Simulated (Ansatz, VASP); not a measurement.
# KI: VASP beside Ansatz, part 2 of 2

One calculation is typed for both programs; each brings its own data sets. How far apart do they land? The cell is taken from a series of runs on this material, whose earlier steps may have relaxed, scaled, displaced or heated it; both programs get it as it stands.

VASP 6.6.1 and Ansatz 0.2.0.

So far: Starting point; Ansatz: relaxation of cell and atoms, LDA, spin-orbit coupling; VASP: relaxation of cell and atoms, LDA, spin-orbit coupling.

## Step 3: VASP: relaxation of cell and atoms, LDA, spin-orbit coupling (continued)

Level of this step: LDA, spin-orbit coupling; plane waves and PAW (K_sv, I) (VASP).

Numbers of over 12 decimals in the logs are rounded to 6 here.

Parts of OUTCAR (step 3):

```text
ion  position               nearest neighbor table
   1  0.000  0.000  0.000-   2 3.41   2 3.41   2 3.41   2 3.41   2 3.41   2 3.41
   2  0.500  0.500  0.500-   1 3.41   1 3.41   1 3.41   1 3.41   1 3.41   1 3.41

  LATTYP: Found a face centered cubic cell.
 ALAT       =     6.8174800000

 Subroutine GETGRP returns: Found 48 space group operations
 (whereof 48 operations were pure point group operations)

The static configuration has the point symmetry O_h .

 Found     16 irreducible k-points:

   k-points           NKPTS =     16   k-points in BZ     NKDIM =     16   number of bands    NBANDS=     28

   dimension x,y,z NGX =    36 NGY =   36 NGZ =   36
   dimension x,y,z NGXF=    72 NGYF=   72 NGZF=   72

   ENCUT  =  500.0 eV  36.75 Ry    6.06 a.u.   8.79  8.79  8.79*2*pi/ulx,y,z

   NELECT =      16.0000    total number of electrons

 k-points in reciprocal lattice and weights: Automatic mesh
   0.00000000  0.00000000  0.00000000       0.005
   0.16666667  0.00000000  0.00000000       0.037
   0.33333333  0.00000000  0.00000000       0.037
   0.50000000  0.00000000  0.00000000       0.019
   0.16666667  0.16666667  0.00000000       0.028
   0.33333333  0.16666667  0.00000000       0.111
   0.50000000  0.16666667  0.00000000       0.111
  -0.33333333  0.16666667  0.00000000       0.111
  -0.16666667  0.16666667  0.00000000       0.056
[...]
-0.33333333  0.33333333  0.16666667       0.111
  -0.33333333  0.50000000  0.16666667       0.056

 average (electrostatic) potential at core
       1 -34.9909       2 -94.4384

 E-fermi :   2.0490

 k-point     1 :       0.0000    0.0000    0.0000
  band No.  band energies     occupation
    ...
     12      -0.7608      1.00000
     13       0.2825      1.00000
     14       0.2825      1.00000
     15       0.2825      1.00000
     16       0.2825      1.00000
     17       3.8155      0.00000
     18       3.8155      0.00000
     19       6.1614      0.00000
     20       6.1614      0.00000
     21       6.1614      0.00000
    ...

 k-point     2 :       0.1667    0.0000    0.0000
  band No.  band energies     occupation
    ...
     12      -1.0126      1.00000
     13      -0.1211      1.00000
     14      -0.1211      1.00000
     15       0.1470      1.00000
     16       0.1470      1.00000
     17       4.5187      0.00000
     18       4.5187      0.00000
     19       6.1184      0.00000
     20       6.1184      0.00000
     21       6.4858      0.00000
    ...

 k-point     3 :       0.3333    0.0000    0.0000
  band No.  band energies     occupation
    ...
     12      -1.5731      1.00000
     13      -0.5564      1.00000
     14      -0.5564      1.00000
     15      -0.0958      1.00000
     16      -0.0958      1.00000
     17       5.1649      0.00000
     18       5.1649      0.00000
     19       6.9834      0.00000
     20       6.9834      0.00000
     21       7.2870      0.00000
    ...

  Total        0.0009041      0.0009041      0.0009041      0.0000000     -0.0000000      0.0000000
  in kB        0.0181906      0.0181906      0.0181906      0.0000000     -0.0000000      0.0000000
  external PRESSURE =       0.0181906 kB  Pullay stress =       0.0000000 kB

  energy-cutoff  :      500.00
  volume of cell :       79.63
      direct lattice vectors                 reciprocal lattice vectors
     0.000000000  3.414632257  3.414632257    -0.146428652  0.146428652  0.146428652
     3.414632257  0.000000000  3.414632257     0.146428652 -0.146428652  0.146428652
     3.414632257  3.414632257  0.000000000     0.146428652  0.146428652 -0.146428652

 POSITION                                       TOTAL-FORCE (eV/Angst)
 -----------------------------------------------------------------------------------
      0.00000      0.00000      0.00000        -0.000000      0.000000     -0.000000
      3.41463      3.41463      3.41463         0.000000      0.000000      0.000000
 -----------------------------------------------------------------------------------
    total drift:                                0.000000      0.000000      0.000000

  FREE ENERGIE OF THE ION-ELECTRON SYSTEM (eV)
  ---------------------------------------------------
  free  energy   TOTEN  =        -6.2989044825 eV

  energy  without entropy=       -6.2989044825  energy(sigma->0) =       -6.29890448

 reached required accuracy - stopping structural energy minimisation

 Spin-Orbit-Coupling matrix elements
 Ion:    1  E_soc:     -0.0090527
 Ion:    2  E_soc:     -0.2590930

 total charge
# of ion       s       p       d       tot
------------------------------------------
    1        1.959   5.562   0.032   7.553
    2        1.498   2.854   0.002   4.354
--------------------------------------------------
tot          3.457   8.416   0.034  11.907

 magnetization (x)
# of ion       s       p       d       tot
------------------------------------------
    1        0.000   0.000  -0.000  -0.000
    2        0.000   0.000  -0.000  -0.000
--------------------------------------------------
tot          0.000   0.000  -0.000  -0.000

 magnetization (y)
# of ion       s       p       d       tot
------------------------------------------
    1        0.000   0.000   0.000   0.000
    2        0.000   0.000   0.000   0.000
--------------------------------------------------
tot          0.000   0.000   0.000   0.000

 magnetization (z)
# of ion       s       p       d       tot
------------------------------------------
    1        0.000   0.000  -0.000  -0.000
    2        0.000  -0.000  -0.000  -0.000
--------------------------------------------------
tot          0.000  -0.000  -0.000  -0.000

[... 3 further parts left out ...]
```

CONTCAR:

```
KI
   1.00000000000000
     0.0000000000000000    3.4146322571252763    3.4146322571252763
     3.4146322571252763    0.0000000000000000    3.4146322571252763
     3.4146322571252763    3.4146322571252763    0.0000000000000000
  K               I
     1     1
Direct
     0.0000000000000000    0.0000000000000000    0.0000000000000000
     0.5000000000000000    0.5000000000000000    0.5000000000000000
```

## Step 4: Differences

Known differences besides the potentials themselves: spin-orbit coupling enters by fully relativistic files in Ansatz and inside the spheres in VASP; the two LDA forms differ slightly; fixed occupations in Ansatz, narrow Gaussian smearing in VASP; the data sets hold 26 valence electrons in Ansatz (on its fully relativistic PAW (standard-fr) files) and 16 in VASP; the cutoff is 420 eV in Ansatz and 500 eV in VASP; VASP's log shows a relativistic correction to its local exchange, Ansatz's none; Ansatz adds a Pulay correction to the stress that steers its cell, VASP none. Total energies have different zeros and are not compared.

The two programs side by side:

```tsv
quantity	Ansatz	VASP	difference
volume (Å³)	79.26	79.63	-0.46 %
edge a after relaxation, in the typed setting (Å)	4.822	4.829	-0.15 %
```

## Step 5: Summary of results

```
difference in volume (relaxation of cell and atoms, LDA, spin-orbit coupling) : -0.46 %
```

What this shows: The difference in volume is -0.46 % (relaxation of cell and atoms, LDA, spin-orbit coupling), within the 1.2 % picked in this series as the mark of a large difference, as far as the stopping tolerances let one tell. The data sets hold unlike numbers of valence electrons (26 in Ansatz and 16 in VASP), so part of the differences comes from the potentials. Such differences can come from data sets, numerical settings and the points named under the comparisons, not from the functional's error against experiment.

[Lines on the potential files, build, host, timing and source positions are cut from VASP's logs without a mark.]

[Logs are printed without paths, hosts, clocks, repeated set-up lines and the standing remarks that a program may print on its own settings, such as how far it seeks lower states.]

[Hosts, paths, dates, database ids (printed as entryN), source tags and the programs' standing remarks are cut or masked in the printed files.]
